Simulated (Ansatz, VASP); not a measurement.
# TiC in two plane-wave programs

Aim: how closely do two programs agree when they are given the same cell, functional and k mesh? The two relaxations start from unlike cells of this crystal (the structure described is Ansatz's start), so only their ends are compared.

Calculated with Ansatz 0.2.0; plane waves, with VASP 6.6.1 beside it; relaxation of cell and atoms at BLYP with D3(BJ).

## 1. Starting point

It takes space group Fm-3m (No. 225, cubic). Conventional cell: a = 4.350 Å, b = 4.350 Å, c = 4.350 Å, α = 90.00°, β = 90.00°, γ = 90.00°. Nearest to Ti lie 6 C at 2.17 Å. Nearest to C lie 6 Ti at 2.17 Å. Farther neighbours are not listed.

## 2. VASP: relaxation of cell and atoms, BLYP with D3(BJ)

The relaxed volume is the usual yardstick between codes: in a stiff, nearly cubic crystal its relative difference is about their pressure difference at one cell divided by the bulk modulus.

Lines of VASP's logs that name or quote its potential files are left out, and so is its time.

File INCAR:

```
SYSTEM = TiC
PREC = Accurate
ENCUT = 600
EDIFF = 1E-07
NELM = 120
ISMEAR = 0
SIGMA = 0.1
LREAL = .FALSE.
ALGO = Normal
GGA = B5
ALDAX = 1
AGGAX = 1
AGGAC = 1
ALDAC = 0
IVDW = 12
VDW_S6 = 1
VDW_S8 = 2.6996
VDW_A1 = 0.4298
VDW_A2 = 4.2359
NBANDS = 14
LASPH = .TRUE.
LORBIT = 11
LWAVE = .FALSE.
LCHARG = .FALSE.
ISIF = 3
IBRION = 2
NSW = 80
EDIFFG = -0.005
GGA_COMPAT = .FALSE.
NELMIN = 4
```

File POSCAR:

```
TiC
1.0
    0.0000000000      2.1425871972      2.1425871972
    2.1425871972      0.0000000000      2.1425871972
    2.1425871972      2.1425871972      0.0000000000
Ti C
1 1
Direct
    0.5000000000      0.5000000000      0.5000000000
    0.0000000000      0.0000000000      0.0000000000
```

File KPOINTS:

```
Automatic mesh
0
Gamma
14 14 14
0 0 0
```

Potentials, in the order of the species: Ti_sv and C (PBE family, release 64).

On the command line:

```console
$ mpirun -np 1 vasp_std
```

Numbers of over 12 decimals in the logs are rounded to 6 here.

The log of the run:

```text
[banner, memory and clock lines left out]
running    1 mpi-ranks, on    1 nodes
 distrk:  each k-point on    1 cores,    1 groups
 distr:  one band on    1 cores,    1 groups

 POSCAR found type information on POSCAR TiC
 POSCAR found :  2 types and       2 ions
|                                                                             |
|               ----> ADVICE to this user running VASP <----                  |
|                                                                             |
|     You enforced a specific xc type in the INCAR file but a different       |
|     [... a line on the potential file left out ...]
|     I HOPE YOU KNOW WHAT YOU ARE DOING!                                     |
|                                                                             |

 LDA part: xc-table for (Slater(with rela. corr.)+VWN5), standard interpolation
 POSCAR, INCAR and KPOINTS ok, starting setup
 FFT: planning ... GRIDC
 FFT: planning ... GRID_SOFT
 FFT: planning ... GRID
 WAVECAR not read
 entering main loop
       N       E                     dE             d eps       ncg     rms          rms(c)
DAV:   1     0.134876800654E+03    0.13488E+03   -0.92829E+03  2912   0.157E+03
DAV:   2    -0.107491723736E+02   -0.14563E+03   -0.13679E+03  3134   0.374E+02
DAV:   3    -0.226214485894E+02   -0.11872E+02   -0.11655E+02  4698   0.973E+01
DAV:   4    -0.230170542048E+02   -0.39561E+00   -0.39537E+00  3438   0.148E+01
DAV:   5    -0.230307324888E+02   -0.13678E-01   -0.13677E-01  3932   0.214E+00    0.191E+01
DAV:   6    -0.177640660705E+02    0.52667E+01   -0.15160E+01  4110   0.631E+01    0.771E+00
DAV:   7    -0.170034221272E+02    0.76064E+00   -0.29339E+00  3482   0.261E+01    0.540E+00
DAV:   8    -0.169783765849E+02    0.25046E-01   -0.13747E-01  3172   0.426E+00    0.366E+00
DAV:   9    -0.169723658336E+02    0.60108E-02   -0.98801E-02  3790   0.441E+00    0.639E-01
DAV:  10    -0.169720292302E+02    0.33660E-03   -0.11936E-02  3732   0.140E+00    0.557E-01
DAV:  11    -0.169706725180E+02    0.13567E-02   -0.23812E-03  3232   0.744E-01    0.183E-01
DAV:  12    -0.169705643269E+02    0.10819E-03   -0.24773E-04  3806   0.223E-01    0.286E-02
DAV:  13    -0.169705592397E+02    0.50872E-05   -0.36567E-05  3368   0.654E-02    0.795E-03
DAV:  14    -0.169705591895E+02    0.50191E-07   -0.11685E-06  3632   0.161E-02    0.356E-03
DAV:  15    -0.169705593563E+02   -0.16684E-06   -0.65290E-08  2068   0.332E-03    0.131E-03
DAV:  16    -0.169705593477E+02    0.86779E-08   -0.27895E-08  1816   0.217E-03
   1 F= -.19053467E+02 E0= -.19052807E+02  d E =-.190535E+02
 curvature:   0.00 expect dE= 0.000E+00 dE for cont linesearch  0.000E+00
 trial: gam= 0.00000 g(F)=  0.119E-60 g(S)=  0.106E-04 ort = 0.000E+00 (trialstep = 0.100E+01)
 search vector abs. value=  0.106E-04
 bond charge predicted
       N       E                     dE             d eps       ncg     rms          rms(c)
DAV:   1    -0.169725956259E+02   -0.20363E-02   -0.26779E-03  3440   0.774E-01    0.117E-01
DAV:   2    -0.169724899293E+02    0.10570E-03   -0.41919E-04  3512   0.364E-01    0.400E-02
DAV:   3    -0.169724567624E+02    0.33167E-04   -0.59453E-05  4034   0.111E-01    0.147E-02
DAV:   4    -0.169724566102E+02    0.15221E-06   -0.31701E-05  3908   0.554E-02    0.802E-03
DAV:   5    -0.169724586523E+02   -0.20421E-05   -0.21780E-06  3376   0.143E-02    0.328E-03
DAV:   6    -0.169724597650E+02   -0.11127E-05   -0.18286E-06  4500   0.637E-03    0.221E-03
DAV:   7    -0.169724601113E+02   -0.34630E-06   -0.21740E-07  3168   0.464E-03    0.157E-03
DAV:   8    -0.169724601374E+02   -0.26089E-07   -0.10712E-07  2406   0.304E-03
   2 F= -.19053466E+02 E0= -.19052807E+02  d E =0.475918E-06
 trial-energy change:    0.000000  1 .order    0.000002   -0.000011    0.000014
 step:   0.5023(harm=  0.4365)  dis= 0.00000  next Energy=   -19.053469 (dE=-0.279E-05)
 bond charge predicted
       N       E                     dE             d eps       ncg     rms          rms(c)
DAV:   1    -0.169715513880E+02    0.90872E-03   -0.66661E-04  3452   0.385E-01    0.580E-02
DAV:   2    -0.169715250696E+02    0.26318E-04   -0.10305E-04  3504   0.181E-01    0.198E-02
DAV:   3    -0.169715169740E+02    0.80956E-05   -0.14660E-05  4048   0.552E-02    0.735E-03
DAV:   4    -0.169715168185E+02    0.15549E-06   -0.77971E-06  3896   0.276E-02    0.398E-03
DAV:   5    -0.169715172940E+02   -0.47550E-06   -0.54359E-07  3344   0.720E-03    0.159E-03
DAV:   6    -0.169715174938E+02   -0.19978E-06   -0.44151E-07  4344   0.312E-03    0.109E-03
DAV:   7    -0.169715174617E+02    0.32115E-07   -0.47740E-08  1870   0.229E-03
   3 F= -.19053470E+02 E0= -.19052810E+02  d E =-.287347E-05
 curvature:  -0.22 expect dE=-0.202E-06 dE for cont linesearch -0.202E-06
 trial: gam= 0.00000 g(F)=  0.244E-60 g(S)=  0.940E-06 ort =-0.315E-05 (trialstep = 0.900E+00)
 search vector abs. value=  0.940E-06
 reached required accuracy - stopping structural energy minimisation
```

Parts of OUTCAR (step 2):

```text
ion  position               nearest neighbor table
   1  0.500  0.500  0.500-   2 2.14   2 2.14   2 2.14   2 2.14   2 2.14   2 2.14
   2  0.000  0.000  0.000-   1 2.14   1 2.14   1 2.14   1 2.14   1 2.14   1 2.14

  LATTYP: Found a face centered cubic cell.
 ALAT       =     4.2851743944

 Subroutine GETGRP returns: Found 48 space group operations
 (whereof 48 operations were pure point group operations)

The static configuration has the point symmetry O_h .

 Found    104 irreducible k-points:

   k-points           NKPTS =    104   k-points in BZ     NKDIM =    104   number of bands    NBANDS=     14

   dimension x,y,z NGX =    24 NGY =   24 NGZ =   24
   dimension x,y,z NGXF=    48 NGYF=   48 NGZF=   48

   ENCUT  =  600.0 eV  44.10 Ry    6.64 a.u.   6.05  6.05  6.05*2*pi/ulx,y,z

   NELECT =      16.0000    total number of electrons

 k-points in reciprocal lattice and weights: Automatic mesh
   0.00000000  0.00000000  0.00000000       0.000
   0.07142857  0.00000000  0.00000000       0.003
   0.14285714  0.00000000  0.00000000       0.003
   0.21428571  0.00000000  0.00000000       0.003
   0.28571429  0.00000000  0.00000000       0.003
   0.35714286  0.00000000  0.00000000       0.003
   0.42857143  0.00000000  0.00000000       0.003
   0.50000000  0.00000000  0.00000000       0.001
   0.07142857  0.07142857  0.00000000       0.002
[...]
-0.28571429  0.42857143  0.21428571       0.009
  -0.28571429  0.50000000  0.21428571       0.004

 Edisp (eV)   -2.08101

 average (electrostatic) potential at core
       1 -70.3031       2 -43.3704

 E-fermi :  10.2366

 k-point     1 :       0.0000    0.0000    0.0000
  band No.  band energies     occupation
      1     -46.1495      2.00000
      2     -22.3085      2.00000
      3     -22.3085      2.00000
      4     -22.3085      2.00000
      5      -2.1496      2.00000
      6      10.9237      0.00000
      7      10.9237      0.00000
      8      10.9237      0.00000
      9      11.8822      0.00000
     10      11.8822      0.00000
    ...

 k-point     2 :       0.0714    0.0000    0.0000
  band No.  band energies     occupation
      1     -46.1454      2.00000
      2     -22.3368      2.00000
      3     -22.3111      2.00000
      4     -22.3111      2.00000
      5      -2.0320      2.00000
      6      10.3601      0.08056
      7      10.5901      0.00000
      8      10.5901      0.00000
      9      11.2237      0.00000
     10      11.2237      0.00000
    ...

 k-point     3 :       0.1429    0.0000    0.0000
  band No.  band energies     occupation
    ...
      4     -22.3184      2.00000
      5      -1.6892      2.00000
      6       9.3118      2.00000
      7       9.6545      2.00000
      8       9.6545      2.00000
      9      11.4056      0.00000
     10      11.4056      0.00000
     11      12.5972      0.00000
     12      14.3365      0.00000
     13      14.3365      0.00000
    ...

 Edisp (eV)   -2.08195

  Total      -0.00360    -0.00360    -0.00360    -0.00000     0.00000    -0.00000
  in kB      -0.29339    -0.29339    -0.29339    -0.00000     0.00000    -0.00000
  external pressure =       -0.29 kB  Pullay stress =        0.00 kB

  energy-cutoff  :      600.00
  volume of cell :       19.68
      direct lattice vectors                 reciprocal lattice vectors
     0.000000000  2.142900848  2.142900848    -0.233328574  0.233328574  0.233328574
     2.142900848  0.000000000  2.142900848     0.233328574 -0.233328574  0.233328574
     2.142900848  2.142900848  0.000000000     0.233328574  0.233328574 -0.233328574

 POSITION                                       TOTAL-FORCE (eV/Angst)
 -----------------------------------------------------------------------------------
      2.14290      2.14290      2.14290        -0.000000     -0.000000     -0.000000
      0.00000      0.00000      0.00000         0.000000      0.000000      0.000000
 -----------------------------------------------------------------------------------
    total drift:                                0.000000     -0.000000      0.000000

  FREE ENERGIE OF THE ION-ELECTRON SYSTEM (eV)
  ---------------------------------------------------
  free  energy   TOTEN  =       -19.0534695296 eV

  energy  without entropy=      -19.0521510645  energy(sigma->0) =      -19.05281030

 reached required accuracy - stopping structural energy minimisation

 total charge
# of ion       s       p       d       tot
------------------------------------------
    1        2.204   6.261   2.016  10.481
    2        0.905   1.556   0.000   2.461
--------------------------------------------------
tot          3.109   7.817   2.016  12.942

[... 3 further parts left out ...]
```

Dispersion corrections of this kind ignore metallic screening and tend to overbind metals.

## 3. Ansatz: relaxation of cell and atoms, BLYP with D3(BJ)

Ansatz runs on its default PAW (the set named soft_2) files.

Its own start cell and the same functional (in two slightly different forms), mesh and smearing now go to Ansatz, which takes its cutoff from its data sets.

File input.yaml:

```yaml
crystal:
  lattice:
    - [0.0, 2.175, 2.175]
    - [2.175, 0.0, 2.175]
    - [2.175, 2.175, 0.0]
  atoms:
    - { symbol: Ti, position: [0.5, 0.5, 0.5] }
    - { symbol: C, position: [0.0, 0.0, 0.0] }
kpoints:
  mp_grid: { grid: [14, 14, 14] }
hamiltonian:
  xc: blyp
  dispersion: d3bj
scf:
  occupations: { method: gaussian, width: 0.1 }
output:
  forces: true
  stress: true
  eigenvalues: true
relax:
  adjacent_minimum: "off"
  f_tol: 0.005
  max_steps: 60
  cell: { stress_tol: 0.03 }
```

On the command line:

```console
$ ansatz run input.yaml --threads 4 --pin off --max-ram 8192MiB --backend cpu --events-out ev --progress --plain --runs-dir out
```

The log of the run:

```text
Engine: ansatz 0.2.0, aarch64-unknown-linux-gnu
Pseudopotentials: kind: paw
Pseudopotential: Ti, paw, valence charge 12, recommended cutoff 420 eV (normal), Ti.paw.azcp
Pseudopotential: C, paw, valence charge 4, recommended cutoff 420 eV (normal), C.paw.azcp
Functional definition: BLYP
  parameter beta = 0.0042
  parameter a = 0.04918
  parameter b = 0.132
  parameter c = 0.2533
  parameter d = 0.349
  exchange = b88_x(beta = beta)
  correlation = lyp_c(a = a, b = b, c = c, d = d)
Crystal: 2 atoms, lattice volume = 20.578 Å³
Basis set: ecut = 420 eV, 411 PW (Γ), exchange–correlation on 48×48×48 points (8 copies of the dense FFT grid, shifted against one another)
Bands: 12, of which v1, the nominal top of the filled ones, is band 8 counted from 1 (7 counted from 0)
Symmetry: 48 space group operations
Space group: Fm-3m (ITA 225), of the structure as read, at distance tolerance 2.7e-5 Å
k-points: 104 of 2744
Non-local potential: Ti, projectors of the file, l = 0: 3, l = 1: 2, l = 2: 3, l = 3: 1
Non-local potential: C, projectors of the file, l = 0: 2, l = 1: 2, l = 2: 1
PAW form: soft (Blöchl's): semilocal exchange-correlation on the pseudo side does not see the compensation charge
PAW frozen core: Ti, regenerated for the run's functional, and the local potential with it (the file was generated under x = pbe(κ = 0.804, μ = 0.219515), c = pbe(β = 0.066725))
PAW frozen core: C, regenerated for the run's functional, and the local potential with it (the file was generated under x = pbe(κ = 0.804, μ = 0.219515), c = pbe(β = 0.066725))
PAW one-centre angular grid: Ti, 590 points (default); XC on 64 Gauss nodes
PAW one-centre angular grid: C, 110 points (default); XC on 64 Gauss nodes
Initial density: superposition of atomic densities (neutral atoms: chi_scale 0, normalization atom), corrected by the library's trained network
Initial wavefunctions: pseudopotential atomic-orbital guess
Functional: x = b88, c = lyp
SCF iter   1: F=—  HF=-2761.322099 eV  |F-HF|=—  |Δ(HF+E_count)|=         —  Δρ=1.98e-2  dr2=8.10e-2  ethr=1.77e-3  ⟨swp⟩=4.3  Hψ=6275  notcnv=0
preconditioner: auto → none  [insulator: Δε(μ)=0.116 eV  Ē_g=7.657 eV  σ=0.100 eV  W_gap=0.56  n_scr=8 (ndim 8)  ℏωp=23.2 eV  f_vac=0.000  D(μ)=0.26/eV (n_scr^D=0)  ε∞_Penn≈10.1]
SCF iter   2: F=—  HF=-2761.298134 eV  |F-HF|=—  |Δ(HF+E_count)|=   2.40e-2  Δρ=5.27e-3  dr2=5.71e-3  ethr=5.06e-4  ⟨swp⟩=3.0  Hψ=2887  notcnv=0  defer=1
SCF iter   3: F=—  HF=-2761.297192 eV  |F-HF|=—  |Δ(HF+E_count)|=   9.42e-4  Δρ=1.02e-3  dr2=1.08e-4  ethr=3.57e-5  ⟨swp⟩=2.0  Hψ=1611  notcnv=0  defer=1
SCF iter   4: F=—  HF=-2761.297206 eV  |F-HF|=—  |Δ(HF+E_count)|=   1.46e-5  Δρ=1.73e-4  dr2=2.23e-6  ethr=6.72e-7  ⟨swp⟩=2.8  Hψ=2084  notcnv=0  defer=1
SCF iter   5: F=—  HF=-2761.297210 eV  |F-HF|=—  |Δ(HF+E_count)|=   3.99e-6  Δρ=5.15e-6  dr2=2.23e-9  ethr=1.39e-8  ⟨swp⟩=2.3  Hψ=1631  notcnv=0  defer=1
SCF iter   6: F=-2761.297210 eV  HF=-2761.297210 eV  |F-HF|=1.04e-10  |Δ(HF+E_count)|=   4.73e-9  Δρ=1.08e-6  dr2=8.75e-11  ethr=1.39e-11  ⟨swp⟩=1.4  Hψ=3818  notcnv=0
SCF 1 converged in 6 iterations: F = -2761.297210 eV  dr2 = 8.75e-11
  greatest PAW one-centre occupation: 0.999 electrons in one spin orbital (limit 2), on the Ti atom at site 0 (counted from 0), in its partial waves of l = 0
relax step   1: F+E_penalty+E_count = -2761.29721015 eV  Δ(F+E_penalty+E_count) = +0.000e0 eV  max|allowed force component| = 2.896e-29 eV/Å  Δτ_max = 0.0000 Å  P = -11.155 GPa  Ω = 20.578 Å³  (6 SCF iters, dr2 threshold 1.00e-7 eV, accepted)
[...]
relax step   5: F+E_penalty+E_count = -2761.33107437 eV  Δ(F+E_penalty+E_count) = +1.539e-3 eV  max|allowed force component| = 1.601e-29 eV/Å  Δτ_max = 0.0000 Å  P = -0.119 GPa  Ω = 19.652 Å³  stress off target by 1.19e-1 GPa  SCF on the basis re-selected at this cell (its energy is not comparable with the rows above)  (6 SCF iters)
[...]
relax step   6: F+E_penalty+E_count = -2761.33109558 eV  Δ(F+E_penalty+E_count) = -2.121e-5 eV  max|allowed force component| = 8.645e-30 eV/Å  Δτ_max = 0.0000 Å  P = -0.000 GPa  Ω = 19.643 Å³  energy of the carried Pulay correction = +1.791e-5 eV  (6 SCF iters, dr2 threshold 3.57e-8 eV, accepted)
[...]
relax step   7: F+E_penalty+E_count = -2761.33106545 eV  Δ(F+E_penalty+E_count) = +3.013e-5 eV  max|allowed force component| = 8.875e-30 eV/Å  Δτ_max = 0.0000 Å  P = -0.001 GPa  Ω = 19.643 Å³  stress off target by 7.61e-4 GPa  SCF on the basis re-selected at this cell (its energy is not comparable with the rows above)  (7 SCF iters)
basis re-selected at this cell: Δ(F+E_penalty+E_count) = +3.013e-5 eV, ΔP = -0.001 GPa vs the last step (what re-selecting the basis moved, of the pressure what is left beyond the Pulay correction that the steps carried, after the strain that the cell walked since its last selection, with what the two solves' SCF thresholds leave and, on support functions, any second-order correction that the steps lacked; it is no m [...]
SCF converged after 7 iterations
Free energy (F): -2761.331065 eV
Harris-Foulkes:  -2761.331065 eV  (|F-HF|=0.00e0)
Internal energy: -2761.329757 eV  (E = F + TS)
E sigma→0 (E₀):  -2761.330411 eV
Entropy (-TS):   -0.001308 eV (-0.654 meV/atom)
Fermi energy:    15.719365 eV
--- Per-component energies (eV) ---
  E_band       = -94.526951
  E_kinetic    = 366.215785
  E_local      = -760.007002  (includes V_loc(G=0)·N_el)
  E_nonlocal   = 33.507068
  E_hartree    = 311.395238
  E_xc         = -145.329227
  E_vxc        = -181.253757  (∫ρ·V_xc dr)
  E_paw        = -1156.053002  (= ΣΔE_a)
  E_vpaw       = -175.779656  (= ΣTr[D̂ρ^β])
  E_aug_tail   = 0.000134  (compensation charges beyond the density's cutoff)
  E_ewald      = -1408.991027
  E_disp       = -2.086313  (pairwise vdW)
  E_core_change = 0.018589  (= ΣΔE_core)
  E_smearing   = -0.001308  (= −TS)
  E_closure    = 0.000000  (closes the sum)
  Σ components = -2761.331065   (vs F -2761.331065, Δ=0.00e0)
--- Forces (eV/Å), atoms counted from 1 ---
  atom   1  Ti     0.00000000     0.00000000    -0.00000000
  atom   2  C     -0.00000000     0.00000000     0.00000000
  max |Σ_I F_I| component: 1.59e-29 eV/Å
--- Stress (GPa, compression-positive) ---
       -0.000761      -0.000000      -0.000000
       -0.000000      -0.000761      -0.000000
       -0.000000      -0.000000      -0.000761
  P = ⅓ Tr σ = -0.0008 GPa (-0.008 kbar)
--- Band table (eV; the first three rows and the last of 104) ---
  k-point 0: bands = [... 4 lower, 3.2902, 16.4155, 16.4155, 16.4155, 17.3654, 17.3654, 17.3654, 17.4273]
  k-point 1: bands = [... 4 lower, 3.4091, 15.8461, 16.0777, 16.0777, 16.7168, 16.7168, 17.6859, 18.5868]
  k-point 2: bands = [... 4 lower, 3.7554, 14.7919, 15.1377, 15.1377, 16.9005, 16.9005, 18.0894, 19.8393]
  k-point 103: bands = [... 4 lower, 6.0695, 12.5470, 12.7857, 13.0362, 18.1787, 18.8631, 19.2956, 20.7592]
--- Relaxed structure (5 steps of the walk, 5 accepted, 2 SCFs on fresh bases) ---
  F+E_penalty+E_count = -2761.33106545 eV   max|allowed force component| = 8.875e-30 eV/Å   (the final SCF, on the basis selected at the relaxed cell)
  cell:  # Å, volume = 19.6432 Å³
    - [0, 2.141545, 2.141545]
    - [2.141545, 0, 2.141545]
    - [2.141545, 2.141545, 0]
  atoms:
    - { symbol: Ti, position: [0.5, 0.5, 0.5] }
    - { symbol: C, position: [0, 0, 0] }
```

## 4. Differences

Known differences besides the potentials themselves: the cutoff is 420 eV in Ansatz and 600 eV in VASP; Ansatz makes its cores anew for this functional, VASP keeps those of its PBE data sets; VASP's log shows a relativistic correction to its local exchange, Ansatz's none; Ansatz adds a Pulay correction to the stress that steers its cell, VASP none. Total energies have different zeros and are not compared.

Both answers:

```tsv
quantity	Ansatz	VASP	difference
volume (Å³)	19.64	19.68	-0.19 %
edge a after relaxation, in the typed setting (Å)	3.029	3.030	-0.06 %
```

## 5. Outcome

| Property | Result |
| --- | --- |
| difference in volume (relaxation of cell and atoms, BLYP with D3(BJ)) | -0.19 % |

What this shows: The difference in volume is -0.19 % (relaxation of cell and atoms, BLYP with D3(BJ)), within the 1.2 % picked in this series as the mark of a large difference, as far as the stopping tolerances let one tell. How closely two codes agree says nothing of how well the functional describes the real material.

[Lines on the potential files, build, host, timing and source positions are cut from VASP's logs without a mark.]

[Logs are printed without paths, hosts, clocks, repeated set-up lines and the standing remarks that a program may print on its own settings, such as how far it seeks lower states.]

[Hosts, paths, dates, database ids (printed as entryN), source tags and the programs' standing remarks are cut or masked in the printed files.]
